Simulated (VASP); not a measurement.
Here is a VASP 6.6.1 calculation.

The input INCAR:

```
PREC = Accurate ; ENCUT = 520
EDIFF = 1E-6 ; ISMEAR = 0
SIGMA = 0.1 ; LREAL = False
LASPH = True ; NELM = 100
ALGO = Normal ; ISIF = 2
LWAVE = False ; LCHARG = False
GGA = PE ; NBANDS = 43
```

The input KPOINTS:

```
Automatic mesh
0
Gamma
  4 4 4
```

Contents of POSCAR:

```
La2P6Ru
1.0
    0.0000000000      4.4421914100      4.4421914100
    4.4421914100      0.0000000000      4.4421914100
    4.4421914100      4.4421914100      0.0000000000
La P Ru
2 6 1
Direct
    0.2500000000      0.2500000000      0.2500000000
    0.7500000000      0.7500000000      0.7500000000
    0.2369999900      0.7630000100      0.7630000100
    0.7630000100      0.2369999900      0.7630000100
    0.7630000100      0.2369999900      0.2369999900
    0.2369999900      0.7630000100      0.2369999900
    0.7630000100      0.7630000100      0.2369999900
    0.2369999900      0.2369999900      0.7630000100
    0.0000000000      0.0000000000      0.0000000000
```

Potentials or basis: VASP PAW PBE potentials, release 64 (La, P, Ru_pv).

Launch:

```console
$ cat potpaw_PBE.64/La/POTCAR potpaw_PBE.64/P/POTCAR potpaw_PBE.64/Ru_pv/POTCAR > POTCAR
$ mpirun -np 1 vasp_std > vasp.out
```

Q: What does it give for the pressure?

A: 16.9 GPa.

Q: Predict the band gap on the k mesh.

A: None (metal or under the smearing width).

Q: Estimate the largest force.

A: 5.735 eV/Å.

Forces in eV/Å, atoms in the order of the input:
```
La   0.000  0.000  0.000
La   0.000  0.000  0.000
P   -5.735  0.000  0.000
P    0.000 -5.735  0.000
P    5.735  0.000  0.000
P    0.000  5.735  0.000
P    0.000  0.000 -5.735
P    0.000  0.000  5.735
Ru   0.000  0.000  0.000
```

Caveat: so large a pressure means that the cell lies far from this level's equilibrium, or that cutoff or potentials fall short; forces of over 1 eV/Å show positions far from the minimum, so gaps and moduli don't describe the material at rest. Spin-orbit coupling is left out, which matters for the levels of La.
